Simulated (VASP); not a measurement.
Computed with PBEsol GGA, VASP's PBE PAW potentials (set 64) (plane waves; VASP).

VASP input:

### POSCAR
```
HfTi3N4
4.2974890
  1.0000000173   0.0000000000   0.0000000000
  0.0000000000   1.0000000173   0.0000000000
  0.0000000000   0.0000000000   1.0000000173
Ti N Hf
3 4 1
Direct
  0.0000000000   0.0000000000   0.0000000000
  0.5000000000   0.5000000000   0.0000000000
  0.5000000000   0.0000000000   0.5000000000
  0.5000000000   0.5000000000   0.5000000000
  0.0000000000   0.0000000000   0.5000000000
  0.0000000000   0.5000000000   0.0000000000
  0.5000000000   0.0000000000   0.0000000000
  0.0000000000   0.5000000000   0.5000000000
```

**KPOINTS**
```
Automatic mesh
0
gamma
 8 8 8
```

### INCAR
```
! general
SYSTEM  = HfTi3N4
PREC    = Accurate
ENCUT   = 520
LREAL   = F
LASPH   = T

! electronic loop
EDIFF   = 1E-7
NELM    = 100
ALGO    = Normal
LMAXMIX = 6

! smearing
ISMEAR  = -5

! functional
GGA     = PS

! ions
ISIF    = 2

! output
LWAVE   = F
LCHARG  = T
LORBIT  = 11
NEDOS   = 601

! other
LEFG    = T
```

POTCAR, in this order: Ti_sv N Hf_pv (PBE.64 set). Program: vasp_std.

The run wrote:

OUTCAR:
```
 ion  position               nearest neighbor table
   1  0.000  0.000  0.000-   5 2.15   6 2.15   7 2.15   5 2.15   6 2.15   7 2.15   8 3.04   8 3.04
                             8 3.04   8 3.04
   2  0.500  0.500  0.000-   4 2.15   6 2.15   7 2.15   4 2.15   7 2.15   6 2.15   8 3.04   8 3.04
                             8 3.04   8 3.04
   3  0.500  0.000  0.500-   4 2.15   5 2.15   7 2.15   7 2.15   4 2.15   5 2.15   8 3.04   8 3.04
                             8 3.04   8 3.04
   4  0.500  0.500  0.500-   2 2.15   3 2.15   8 2.15   2 2.15   3 2.15   8 2.15
   5  0.000  0.000  0.500-   1 2.15   3 2.15   8 2.15   1 2.15   8 2.15   3 2.15
   6  0.000  0.500  0.000-   1 2.15   2 2.15   8 2.15   8 2.15   1 2.15   2 2.15
   7  0.500  0.000  0.000-   1 2.15   2 2.15   3 2.15   3 2.15   2 2.15   1 2.15
   8  0.000  0.500  0.500-   4 2.15   5 2.15   6 2.15   6 2.15   5 2.15   4 2.15   1 3.04   2 3.04
                             1 3.04   1 3.04   3 3.04   2 3.04   1 3.04   2 3.04   3 3.04   3 3.04
  LATTYP: Found a simple cubic cell.
 ALAT       =     4.2974890742
 Subroutine PRICEL returns:
 Original cell was already a primitive cell.
 Subroutine GETGRP returns: Found 48 space group operations
The static configuration has the point symmetry D_4h.
 The point group associated with its full space group is O_h .
The dynamic configuration has the point symmetry D_4h.
 Subroutine INISYM returns: Found 48 space group operations
 Subroutine IBZKPT returns following result:
 Found     35 irreducible k-points:

 Following reciprocal coordinates:
            Coordinates               Weight
  0.000000  0.000000  0.000000      1.000000
  0.125000  0.000000  0.000000      6.000000
  0.250000  0.000000  0.000000      6.000000
  0.375000  0.000000  0.000000      6.000000
  0.500000  0.000000  0.000000      3.000000
  0.125000  0.125000  0.000000     12.000000
  0.250000  0.125000  0.000000     24.000000
  0.375000  0.125000  0.000000     24.000000
  0.500000  0.125000  0.000000     12.000000
  0.250000  0.250000  0.000000     12.000000
  0.375000  0.250000  0.000000     24.000000
  0.500000  0.250000  0.000000     12.000000
  0.375000  0.375000  0.000000     12.000000
...
```

OSZICAR:
```
       N       E                     dE             d eps       ncg     rms          rms(c)
DAV:   1     0.868197790766E+03    0.86820E+03   -0.32887E+04  2730   0.203E+03
DAV:   2     0.519508064749E+02   -0.81625E+03   -0.79489E+03  2760   0.608E+02
DAV:   3    -0.923395539565E+02   -0.14429E+03   -0.14095E+03  4046   0.208E+02
DAV:   4    -0.102764003386E+03   -0.10424E+02   -0.10203E+02  3909   0.565E+01
DAV:   5    -0.103244154590E+03   -0.48015E+00   -0.47974E+00  4175   0.110E+01    0.758E+01
DAV:   6    -0.860387658923E+02    0.17205E+02   -0.14686E+02  3802   0.866E+01    0.478E+01
DAV:   7    -0.854997034016E+02    0.53906E+00   -0.31357E+01  3862   0.348E+01    0.375E+01
DAV:   8    -0.852518950811E+02    0.24781E+00   -0.66865E+00  3641   0.191E+01    0.694E+00
DAV:   9    -0.850787493731E+02    0.17315E+00   -0.12794E+00  3812   0.850E+00    0.211E+00
DAV:  10    -0.850833674017E+02   -0.46180E-02   -0.10160E-01  3703   0.220E+00    0.453E-01
DAV:  11    -0.850809943111E+02    0.23731E-02   -0.16654E-02  3733   0.829E-01    0.268E-01
DAV:  12    -0.850810045879E+02   -0.10277E-04   -0.12114E-03  3421   0.232E-01    0.683E-02
DAV:  13    -0.850809974216E+02    0.71663E-05   -0.33323E-04  3965   0.112E-01    0.628E-02
DAV:  14    -0.850809876915E+02    0.97301E-05   -0.50080E-05  3741   0.413E-02    0.222E-02
DAV:  15    -0.850810019906E+02   -0.14299E-04   -0.40642E-05  3887   0.466E-02    0.909E-03
DAV:  16    -0.850809965683E+02    0.54223E-05   -0.43563E-06  3772   0.147E-02    0.406E-03
DAV:  17    -0.850809954338E+02    0.11345E-05   -0.92252E-07  3455   0.572E-03    0.623E-03
DAV:  18    -0.850809954358E+02   -0.19973E-08   -0.96199E-08  2127   0.221E-03
   1 F= -.85080995E+02 E0= -.85080995E+02  d E =0.000000E+00
```

**OUTCAR**
```
------------------------ aborting loop because EDIFF is reached ----------------------------------------
  FORCE on cell =-STRESS in cart. coord.  units (eV):
  Direction    XX          YY          ZZ          XY          YZ          ZX
  --------------------------------------------------------------------------------------
  Total       -0.1156513     -0.1156513     -0.1156513     -0.0000000     -0.0000000      0.0000000
  in kB       -2.3346222     -2.3346222     -2.3346222     -0.0000000     -0.0000000      0.0000000
  external PRESSURE =      -2.3346222 kB  Pullay stress =       0.0000000 kB
  volume of cell :       79.37
      direct lattice vectors                 reciprocal lattice vectors
     4.297489074  0.000000000  0.000000000     0.232694018  0.000000000  0.000000000
     0.000000000  4.297489074  0.000000000     0.000000000  0.232694018  0.000000000
     0.000000000  0.000000000  4.297489074     0.000000000  0.000000000  0.232694018
 POSITION                                       TOTAL-FORCE (eV/Angst)
 -----------------------------------------------------------------------------------
      0.00000      0.00000      0.00000         0.000000      0.000000      0.000000
      2.14874      2.14874      0.00000         0.000000      0.000000      0.000000
      2.14874      0.00000      2.14874         0.000000      0.000000      0.000000
      2.14874      2.14874      2.14874         0.000000      0.000000      0.000000
      0.00000      0.00000      2.14874         0.000000      0.000000      0.000000
      0.00000      2.14874      0.00000         0.000000      0.000000      0.000000
      2.14874      0.00000      0.00000         0.000000      0.000000      0.000000
      0.00000      2.14874      2.14874         0.000000      0.000000      0.000000
 -----------------------------------------------------------------------------------
    total drift:                                0.000000     -0.000000     -0.000000
  FREE ENERGIE OF THE ION-ELECTRON SYSTEM (eV)
  ---------------------------------------------------
  free  energy   TOTEN  =       -85.0809954358 eV

  energy  without entropy=      -85.0809954358  energy(sigma->0) =      -85.08099544

 total charge

# of ion       s       p       d       tot
------------------------------------------
    1        2.177   6.213   1.977  10.367
    2        2.177   6.213   1.977  10.367
    3        2.177   6.213   1.977  10.367
    4        1.238   2.518   0.000   3.756
    5        1.238   2.518   0.000   3.756
    6        1.238   2.518   0.000   3.756
    7        1.236   2.468   0.000   3.704
    8        0.340   6.779   1.904   9.023
--------------------------------------------------
tot         11.821  35.439   7.835  55.095

 Electric field gradients after diagonalization (V/A^2)
 (convention: |V_zz| > |V_xx| > |V_yy|)
----------------------------------------------------------------------
 ion       V_xx      V_yy      V_zz     asymmetry (V_yy - V_xx)/ V_zz
----------------------------------------------------------------------
   1      -1.355    -1.355     2.711       0.000
   2      -1.355    -1.355     2.711       0.000
   3      -1.355    -1.355     2.711       0.000
   4       8.267     8.267   -16.535       0.000
   5       8.267     8.267   -16.535       0.000
   6       8.267     8.267   -16.535       0.000
   7      -0.000    -0.000    -0.000      -0.128
   8       0.000    -0.000    -0.000       1.044
```
(Selected blocks of OUTCAR.)

For a metal the tetrahedron method with Blöchl corrections gives inexact stress and forces.

The structure was generated: HfTi3N4 was put into an ordered model structure (Pm-3m), which need not be its known phase. It was relaxed first.
